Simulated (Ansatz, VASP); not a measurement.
# Cross-check of Al (Al wire along [110], 7 atoms a period) between VASP and Ansatz

Wanted: the spread between two codes on one cell, functional and k mesh. Of the first pair: The structure shown is the start of the Ansatz relaxation below; VASP solves that cell, so the two are compared at the walk's first step.

Program: Ansatz 0.2.0. Level of theory: plane waves, with VASP 6.6.1 beside it; single point at PBE. Results are calculated unless marked as measured.

## (1) Starting point

The cell holds 7 atoms: 7 Al. Its edges and angles: a = 10.840 Å, b = 12.513 Å, c = 2.857 Å, α = 90.0°, β = 90.0°, γ = 90.0°. Vacuum lies along a and b. The structure's axis is c.

## (2) Ansatz: relaxation, PBE

Ansatz runs on its default PAW (the set named soft_2) files.

The two programs are compared at the cell with which this relaxation starts, whose forces are those of its first step.

The input, input.yaml:

```yaml
crystal:
  lattice:
    - [10.84, 0.0, 0.0]
    - [0.0, 12.513, 0.0]
    - [0.0, 0.0, 2.856711396]
  atoms:
    - { symbol: Al, position: [0.5, 0.271717414, 0.0] }
    - { symbol: Al, position: [0.5, 0.500016894, 0.0] }
    - { symbol: Al, position: [0.313653137, 0.385867154, 0.5] }
    - { symbol: Al, position: [0.313653137, 0.614166634, 0.5] }
    - { symbol: Al, position: [0.686346863, 0.385867154, 0.5] }
    - { symbol: Al, position: [0.686346863, 0.614166634, 0.5] }
    - { symbol: Al, position: [0.5, 0.728316374, 0.0] }
kpoints:
  mp_grid: { grid: [1, 1, 29] }
scf:
  occupations: { method: fermi_dirac, width: 0.05 }
hamiltonian:
  xc: pbe
relax:
  cell: { fix: [a, b, alpha, beta, gamma] }
  max_steps: 60
```

Started as:

```console
ansatz run input.yaml --threads 4 --pin off --max-ram 16384MiB --backend cpu --events-out ev --progress --plain --runs-dir out
```

Numbers of over 12 decimals in the logs are rounded to 6 here.

The log of the run:

```text
Engine: ansatz 0.2.0, aarch64-unknown-linux-gnu
Pseudopotentials: kind: paw
Pseudopotential: Al, paw, valence charge 3, recommended cutoff 420 eV (normal), Al.paw.azcp
Functional definition: PBE
  parameter kappa = 0.804
  parameter beta = 0.066725
  exchange = pbe_x(kappa = kappa, mu = beta*pi^2/3)
  correlation = pbe_c(beta = beta)
Crystal: 7 atoms, lattice volume = 387.487 Å³
Basis set: ecut = 420 eV, 7569 PW (Γ), exchange–correlation on 150×180×40 points (8 copies of the dense FFT grid, shifted against one another)
Bands: 18, of which v1, the nominal top of the filled ones, is band 11 counted from 1 (10 counted from 0)
Symmetry: 8 space group operations
Space group: Pmmm (ITA 47), of the structure as read, at distance tolerance 7.3e-5 Å
k-points: 15 of 29
Non-local potential: Al, projectors of the file, l = 0: 2, l = 1: 2, l = 2: 1
PAW form: soft (Blöchl's): semilocal exchange-correlation on the pseudo side does not see the compensation charge
PAW one-centre angular grid: Al, 110 points (default); XC on 64 Gauss nodes
Initial density: superposition of atomic densities (neutral atoms: chi_scale 0, normalization atom), corrected by the library's trained network
Initial wavefunctions: pseudopotential atomic-orbital guess
Functional: x = pbe(κ = 0.804, μ = 0.219515), c = pbe(β = 0.066725)
SCF iter   1: F=—  HF=-3758.448148 eV  |F-HF|=—  |Δ(HF+E_count)|=         —  Δρ=1.94e-3  dr2=5.15e-2  ethr=1.77e-3  ⟨swp⟩=8.9  Hψ=1940  notcnv=0
preconditioner: auto → LDOS  [metal: Δε(μ)=0.037 eV  Ē_g=5.544 eV  σ=0.050 eV  W_gap=0.18  n_scr=30 (ndim 8)  ℏωp=8.6 eV  f_vac=0.406  D(μ)=4.20/eV (n_scr^D=20)  β→1.0]
SCF iter   2: F=—  HF=-3758.443193 eV  |F-HF|=—  |Δ(HF+E_count)|=   4.95e-3  Δρ=6.65e-4  dr2=3.75e-3  ethr=2.45e-4  ⟨swp⟩=3.5  Hψ=635  notcnv=0  defer=10
SCF iter   3: F=—  HF=-3758.443941 eV  |F-HF|=—  |Δ(HF+E_count)|=   7.49e-4  Δρ=2.43e-4  dr2=7.55e-4  ethr=1.79e-5  ⟨swp⟩=2.1  Hψ=482  notcnv=0  defer=10
SCF iter   4: F=—  HF=-3758.443874 eV  |F-HF|=—  |Δ(HF+E_count)|=   6.75e-5  Δρ=7.52e-5  dr2=8.43e-5  ethr=3.60e-6  ⟨swp⟩=2.7  Hψ=423  notcnv=0  defer=10
SCF iter   5: F=—  HF=-3758.443870 eV  |F-HF|=—  |Δ(HF+E_count)|=   4.25e-6  Δρ=2.26e-5  dr2=6.65e-6  ethr=4.02e-7  ⟨swp⟩=2.5  Hψ=388  notcnv=0  defer=10
SCF iter   6: F=—  HF=-3758.443870 eV  |F-HF|=—  |Δ(HF+E_count)|=   5.41e-7  Δρ=5.21e-6  dr2=2.95e-7  ethr=3.17e-8  ⟨swp⟩=2.2  Hψ=402  notcnv=0  defer=10
SCF iter   7: F=-3758.443870 eV  HF=-3758.443870 eV  |F-HF|=1.25e-8  |Δ(HF+E_count)|=   1.14e-7  Δρ=1.16e-6  dr2=3.07e-8  ethr=4.76e-10  ⟨swp⟩=5.1  Hψ=977  notcnv=0
SCF 1 converged in 7 iterations: F = -3758.443870 eV  dr2 = 3.07e-8
  greatest PAW one-centre occupation: 0.489 electrons in one spin orbital (limit 2), on the Al atom at site 5 (counted from 0), in its partial waves of l = 0
relax step   1: F+E_penalty+E_count = -3758.44387034 eV  Δ(F+E_penalty+E_count) = +0.000e0 eV  max|allowed force component| = 3.657e-1 eV/Å  Δτ_max = 0.0000 Å  P = -1.214 GPa  Ω = 387.487 Å³  fix = [a, b, alpha, beta, gamma]  reactions: a -0.106, b -1.088 GPa  (7 SCF iters, dr2 threshold 1.00e-7 eV, accepted)
[...]
relax step   6: F+E_penalty+E_count = -3758.81831892 eV  Δ(F+E_penalty+E_count) = -2.270e-3 eV  max|allowed force component| = 4.474e-2 eV/Å  Δτ_max = 0.0295 Å  P = -0.029 GPa  Ω = 353.540 Å³  energy of the carried Pulay correction = +4.128e-3 eV  fix = [a, b, alpha, beta, gamma]  reactions: a +0.088, b -0.022 GPa  (5 SCF iters, dr2 threshold 2.43e-7 eV, accepted)
[...]
relax step   7: F+E_penalty+E_count = -3758.81988074 eV  Δ(F+E_penalty+E_count) = -1.562e-3 eV  max|allowed force component| = 1.779e-2 eV/Å  Δτ_max = 0.0136 Å  P = +0.082 GPa  Ω = 353.066 Å³  energy of the carried Pulay correction = +4.188e-3 eV  fix = [a, b, alpha, beta, gamma]  reactions: a +0.266, b -0.015 GPa  (5 SCF iters, dr2 threshold 1.25e-7 eV, accepted)
[...]
relax step   8: F+E_penalty+E_count = -3758.82000995 eV  Δ(F+E_penalty+E_count) = -1.292e-4 eV  max|allowed force component| = 2.244e-3 eV/Å  Δτ_max = 0.0066 Å  P = +0.063 GPa  Ω = 353.041 Å³  energy of the carried Pulay correction = +4.191e-3 eV  fix = [a, b, alpha, beta, gamma]  reactions: a +0.255, b -0.058 GPa  (5 SCF iters, dr2 threshold 1.98e-8 eV, accepted)
[...]
relax step   9: F+E_penalty+E_count = -3758.81828101 eV  Δ(F+E_penalty+E_count) = +1.729e-3 eV  max|allowed force component| = 2.386e-3 eV/Å  Δτ_max = 0.0000 Å  P = +0.052 GPa  Ω = 353.041 Å³  fix = [a, b, alpha, beta, gamma]  reactions: a +0.248, b -0.064 GPa  stress off target by 2.77e-2 GPa on what of the cell is left free  SCF on the basis re-selected at this cell (its energy is not comparable with the rows above)  (5 SCF iters)
basis re-selected at this cell: Δ(F+E_penalty+E_count) = +1.729e-3 eV, ΔP = -0.010 GPa vs the last step (what re-selecting the basis moved, of the pressure what is left beyond the Pulay correction that the steps carried, after the strain that the cell walked since its last selection, with what the two solves' SCF thresholds leave and, on support functions, any second-order correction that the steps lacked; it is no measure of the basis error at this ecutwfc). The dense FFT grid was sized anew with the basis: this SCF ran on 75×90×18 points, the steps before it on 75×90×20, so part of this shift can come from that change (see relax.cell in the input reference). [rest of the remark cut]
SCF converged after 5 iterations
Free energy (F): -3758.818281 eV
Harris-Foulkes:  -3758.818281 eV  (|F-HF|=2.00e-11)
Internal energy: -3758.795338 eV  (E = F + TS)
E sigma→0 (E₀):  -3758.806810 eV
Entropy (-TS):   -0.022943 eV (-3.278 meV/atom)
Fermi energy:    0.002027 eV
--- Per-component energies (eV) ---
  E_band       = -82.731031
  E_kinetic    = 149.122186
  E_local      = -1212.844259  (includes V_loc(G=0)·N_el)
  E_nonlocal   = 75.001300
  E_hartree    = 562.265584
  E_xc         = -270.644970
  E_vxc        = -192.456585  (∫ρ·V_xc dr)
  E_paw        = -3271.823453  (= ΣΔE_a)
  E_vpaw       = -26.084697  (= ΣTr[D̂ρ^β])
  E_aug_tail   = -0.000015  (compensation charges beyond the density's cutoff)
  E_ewald      = 210.128289
  E_smearing   = -0.022943  (= −TS)
  E_closure    = -0.000000  (closes the sum)
  Σ components = -3758.818281   (vs F -3758.818281, Δ=0.00e0)
--- Forces (eV/Å), atoms counted from 1 ---
  atom   1  Al     0.00000000    -0.00238640     0.00000000
  atom   2  Al    -0.00000000     0.00000000     0.00000000
  atom   3  Al    -0.00032390     0.00124368     0.00000000
  atom   4  Al    -0.00032390    -0.00124368     0.00000000
  atom   5  Al     0.00032390     0.00124368     0.00000000
  atom   6  Al     0.00032390    -0.00124368     0.00000000
  atom   7  Al     0.00000000     0.00238640     0.00000000
  max |Σ_I F_I| component: 8.67e-19 eV/Å
--- Stress (GPa, compression-positive) ---
        0.248268       0.000000       0.000000
        0.000000      -0.064287       0.000000
        0.000000       0.000000      -0.027723
  P = ⅓ Tr σ = 0.0521 GPa (0.521 kbar)
--- Relaxed structure (8 steps of the walk, 8 accepted, 1 SCFs on fresh bases) ---
  F+E_penalty+E_count = -3758.81828101 eV   max|allowed force component| = 2.386e-3 eV/Å   (the final SCF, on the basis selected at the relaxed cell)
  cell:  # Å, volume = 353.0408 Å³
    - [10.84, 0.0, 0.0]
    - [0.0, 12.513, 0.0]
    - [0.0, 0.0, 2.602760]
  atoms:
    - { symbol: Al, position: [0.500000, 0.277371, 0.0] }
    - { symbol: Al, position: [0.500000, 0.500016894, 0.0] }
    - { symbol: Al, position: [0.301730, 0.391467, 0.5] }
    - { symbol: Al, position: [0.301730, 0.608567, 0.5] }
    - { symbol: Al, position: [0.698270, 0.391467, 0.5] }
    - { symbol: Al, position: [0.698270, 0.608567, 0.5] }
    - { symbol: Al, position: [0.500000, 0.722663, 0.0] }
```

The column dr2 measures how far the density is from self-consistency, as an energy; F and HF (Harris–Foulkes) agree once it is small.

## (3) VASP: single point, PBE, start cell, pair 1

The same cell, functional, mesh and smearing now go to VASP, with its own data sets.

Lines of VASP's logs that name or quote its potential files are left out, and so is its time.

The input, INCAR:

```
SYSTEM = Al
PREC = Accurate
ENCUT = 400
EDIFF = 1E-06
NELM = 120
ISMEAR = -1
SIGMA = 0.05
LREAL = .FALSE.
ALGO = Normal
GGA = PE
NBANDS = 17
LORBIT = 11
LWAVE = .FALSE.
LCHARG = .FALSE.
ISIF = 2
LASPH = .TRUE.
GGA_COMPAT = .FALSE.
KPAR = 2
```

The input, POSCAR:

```
Al
1.0
   10.8400000000      0.0000000000      0.0000000000
    0.0000000000     12.5130000000      0.0000000000
    0.0000000000      0.0000000000      2.8567110000
Al
7
Direct
    0.5000000000      0.2717174139      0.0000000000
    0.5000000000      0.5000169025      0.0000000000
    0.3136531365      0.3858671782      0.5000000000
    0.3136531365      0.6141666268      0.5000000000
    0.6863468635      0.3858671782      0.5000000000
    0.6863468635      0.6141666268      0.5000000000
    0.5000000000      0.7283163910      0.0000000000
```

The input, KPOINTS:

```
Automatic mesh
0
Gamma
1 1 29
0 0 0
```

PAW data sets: Al (PBE family, release 64).

Started as:

```console
mpirun -np 2 vasp_std
```

The log of the run:

```text
[banner, memory and clock lines left out]
running    2 mpi-ranks, on    1 nodes
 distrk:  each k-point on    1 cores,    2 groups
 distr:  one band on    1 cores,    1 groups

 POSCAR found type information on POSCAR Al
 POSCAR found :  1 types and       7 ions
 LDA part: xc-table for (Slater+PW92), standard interpolation
 POSCAR, INCAR and KPOINTS ok, starting setup
 FFT: planning ... GRIDC
 FFT: planning ... GRID_SOFT
 FFT: planning ... GRID
 WAVECAR not read
 entering main loop
       N       E                     dE             d eps       ncg     rms          rms(c)
DAV:   1     0.510721630221E+02    0.51072E+02   -0.53353E+03   510   0.674E+02
DAV:   2    -0.205885363975E+02   -0.71661E+02   -0.68037E+02   676   0.116E+02
DAV:   3    -0.237902543545E+02   -0.32017E+01   -0.31590E+01   678   0.270E+01
DAV:   4    -0.239145972842E+02   -0.12434E+00   -0.12402E+00   868   0.622E+00
DAV:   5    -0.239171235054E+02   -0.25262E-02   -0.25261E-02   889   0.801E-01    0.399E+00
DAV:   6    -0.223421340142E+02    0.15750E+01   -0.44271E+00   541   0.751E+00    0.192E+00
DAV:   7    -0.222073807052E+02    0.13475E+00   -0.64021E-01   702   0.302E+00    0.893E-01
DAV:   8    -0.221586479290E+02    0.48733E-01   -0.85902E-02   621   0.132E+00    0.409E-01
DAV:   9    -0.221443257228E+02    0.14322E-01   -0.28353E-02   582   0.656E-01    0.219E-01
DAV:  10    -0.221417047949E+02    0.26209E-02   -0.54160E-03   670   0.332E-01    0.111E-01
DAV:  11    -0.221424507266E+02   -0.74593E-03   -0.60556E-03   527   0.316E-01    0.807E-02
DAV:  12    -0.221447254489E+02   -0.22747E-02   -0.84258E-04   608   0.145E-01    0.310E-02
DAV:  13    -0.221465817970E+02   -0.18563E-02   -0.46433E-04   521   0.125E-01    0.262E-02
DAV:  14    -0.221475578574E+02   -0.97606E-03   -0.13634E-04   541   0.673E-02    0.115E-02
DAV:  15    -0.221477223755E+02   -0.16452E-03   -0.41230E-05   585   0.329E-02    0.958E-03
DAV:  16    -0.221477490366E+02   -0.26661E-04   -0.14860E-05   578   0.190E-02    0.166E-03
DAV:  17    -0.221477504982E+02   -0.14616E-05   -0.18221E-06   470   0.694E-03    0.905E-04
DAV:  18    -0.221477500518E+02    0.44646E-06   -0.46310E-07   354   0.426E-03
   1 F= -.22147750E+02 E0= -.22131045E+02  d E =-.334091E-01
```

From OUTCAR (step 3):

```text
ion  position               nearest neighbor table
   1  0.500  0.272  0.000-   3 2.86   5 2.86   3 2.86   5 2.86   2 2.86
   2  0.500  0.500  0.000-   3 2.86   4 2.86   5 2.86   6 2.86   3 2.86   4 2.86   5 2.86   6 2.86
                             7 2.86   1 2.86
   3  0.314  0.386  0.500-   4 2.86   2 2.86   2 2.86   1 2.86   1 2.86
   4  0.314  0.614  0.500-   3 2.86   2 2.86   2 2.86   7 2.86   7 2.86
   5  0.686  0.386  0.500-   6 2.86   2 2.86   2 2.86   1 2.86   1 2.86
   6  0.686  0.614  0.500-   5 2.86   2 2.86   2 2.86   7 2.86   7 2.86
   7  0.500  0.728  0.000-   4 2.86   6 2.86   4 2.86   6 2.86   2 2.86

  LATTYP: Found a simple orthorhombic cell.
 ALAT       =     2.8567110000
 B/A-ratio  =     3.7945735498
 C/A-ratio  =     4.3802120691

 Subroutine GETGRP returns: Found  8 space group operations
 (whereof  4 operations were pure point group operations)

The static configuration has the point symmetry C_2v.
 The point group associated with its full space group is D_2h.

 Found     15 irreducible k-points:

   k-points           NKPTS =     15   k-points in BZ     NKDIM =     15   number of bands    NBANDS=     17

   dimension x,y,z NGX =    72 NGY =   84 NGZ =   20
   dimension x,y,z NGXF=   144 NGYF=  168 NGZF=   40

   ENCUT  =  400.0 eV  29.40 Ry    5.42 a.u.  17.68 20.41  4.66*2*pi/ulx,y,z

   NELECT =      21.0000    total number of electrons

 k-points in reciprocal lattice and weights: Automatic mesh
   0.00000000  0.00000000  0.00000000       0.034
   0.00000000  0.00000000  0.03448276       0.069
   0.00000000  0.00000000  0.06896552       0.069
   0.00000000  0.00000000  0.10344828       0.069
   0.00000000  0.00000000  0.13793103       0.069
   0.00000000  0.00000000  0.17241379       0.069
   0.00000000  0.00000000  0.20689655       0.069
   0.00000000  0.00000000  0.24137931       0.069
   0.00000000  0.00000000  0.27586207       0.069
[...]
0.00000000  0.00000000  0.44827586       0.069
   0.00000000  0.00000000  0.48275862       0.069

 average (electrostatic) potential at core
       1 -81.1281       2 -80.8777       3 -81.0954       4 -81.0954       5 -81.0954
       6 -81.0954       7 -81.1281

 E-fermi :  -0.3975

 k-point     1 :       0.0000    0.0000    0.0000
  band No.  band energies     occupation
    ...
      7      -3.5120      2.00000
      8      -2.8320      2.00000
      9      -2.4462      2.00000
     10      -1.5521      2.00000
     11      -0.8270      1.99963
     12      -0.1879      0.02976
     13       0.8702      0.00000
     14       0.9470      0.00000
     15       1.8889      0.00000
     16       2.3473      0.00000
    ...

 k-point     2 :       0.0000    0.0000    0.0345
  band No.  band energies     occupation
    ...
      7      -3.4911      2.00000
      8      -2.8120      2.00000
      9      -2.4258      2.00000
     10      -1.5321      2.00000
     11      -0.8076      1.99945
     12      -0.1678      0.02001
     13       0.8902      0.00000
     14       0.9671      0.00000
     15       1.9087      0.00000
     16       2.3660      0.00000
    ...

 k-point     3 :       0.0000    0.0000    0.0690
  band No.  band energies     occupation
    ...
      7      -3.4284      2.00000
      8      -2.7519      2.00000
      9      -2.3646      2.00000
     10      -1.4722      2.00000
     11      -0.7497      1.99825
     12      -0.1075      0.00603
     13       0.9499      0.00000
     14       1.0270      0.00000
     15       1.9670      0.00000
     16       2.4213      0.00000
    ...

  Total       -0.2809537     -2.6535375     -5.9645562      0.0000000      0.0000000      0.0000000
  in kB       -1.1616847    -10.9718226    -24.6621924      0.0000000      0.0000000      0.0000000
  external PRESSURE =     -12.2652332 kB  Pullay stress =       0.0000000 kB

  energy-cutoff  :      400.00
  volume of cell :      387.49
      direct lattice vectors                 reciprocal lattice vectors
    10.840000000  0.000000000  0.000000000     0.092250923  0.000000000  0.000000000
     0.000000000 12.513000000  0.000000000     0.000000000  0.079916886  0.000000000
     0.000000000  0.000000000  2.856711000     0.000000000  0.000000000  0.350052910

 POSITION                                       TOTAL-FORCE (eV/Angst)
 -----------------------------------------------------------------------------------
      5.42000      3.40000      0.00000         0.000000      0.067199      0.000000
      5.42000      6.25671      0.00000         0.000000      0.000000      0.000000
      3.40000      4.82836      1.42836         0.048932      0.366292     -0.000000
      3.40000      7.68507      1.42836         0.048932     -0.366292      0.000000
      7.44000      4.82836      1.42836        -0.048932      0.366292     -0.000000
      7.44000      7.68507      1.42836        -0.048932     -0.366292     -0.000000
      5.42000      9.11342      0.00000         0.000000     -0.067199      0.000000
 -----------------------------------------------------------------------------------
    total drift:                                0.000000      0.000001     -0.000000

  FREE ENERGIE OF THE ION-ELECTRON SYSTEM (eV)
  ---------------------------------------------------
  free  energy   TOTEN  =       -22.1477500518 eV

  energy  without entropy=      -22.1143409187  energy(sigma->0) =      -22.13104549

 total charge
# of ion       s       p       d       tot
------------------------------------------
    1        0.478   0.282   0.000   0.760
    2        0.429   0.353   0.000   0.782
    3        0.483   0.279   0.000   0.762
    4        0.483   0.279   0.000   0.762
    5        0.483   0.279   0.000   0.762
    6        0.483   0.279   0.000   0.762
    7        0.478   0.282   0.000   0.760
--------------------------------------------------
tot          3.317   2.032   0.000   5.349

[... 3 further parts left out ...]
```

This run has no spin polarisation. Its electron count is odd, so without a moment it is a metal by construction.

## (4) Differences

Known differences besides the potentials themselves: the cutoff is 420 eV in Ansatz and 400 eV in VASP. Total energies have different zeros and are not compared.

Forces (eV/Å; atoms numbered as in POSCAR):

| atom | Ansatz x, y, z | VASP x, y, z |
| --- | --- | --- |
| Al1 | 0.000, 0.066, 0.000 | 0.000, 0.067, 0.000 |
| Al2 | 0.000, 0.000, 0.000 | 0.000, 0.000, 0.000 |
| Al3 | 0.048, 0.366, 0.000 | 0.049, 0.366, 0.000 |
| Al4 | 0.048, -0.366, 0.000 | 0.049, -0.366, 0.000 |
| Al5 | -0.048, 0.366, 0.000 | -0.049, 0.366, 0.000 |
| Al6 | -0.048, -0.366, 0.000 | -0.049, -0.366, 0.000 |
| Al7 | 0.000, -0.066, 0.000 | 0.000, -0.067, 0.000 |

The forces differ by 0.7 meV/Å r.m.s., which is 0.4 % of the r.m.s. force of 0.163 eV/Å (both taken over all components).

(Continued in part 2 of 2.)

[Lines on the potential files, build, host, timing and source positions are cut from VASP's logs without a mark.]

[Logs are printed without paths, hosts, clocks, repeated set-up lines and the standing remarks that a program may print on its own settings, such as how far it seeks lower states.]

[Hosts, paths, dates, database ids (printed as entryN), source tags and the programs' standing remarks are cut or masked in the printed files.]
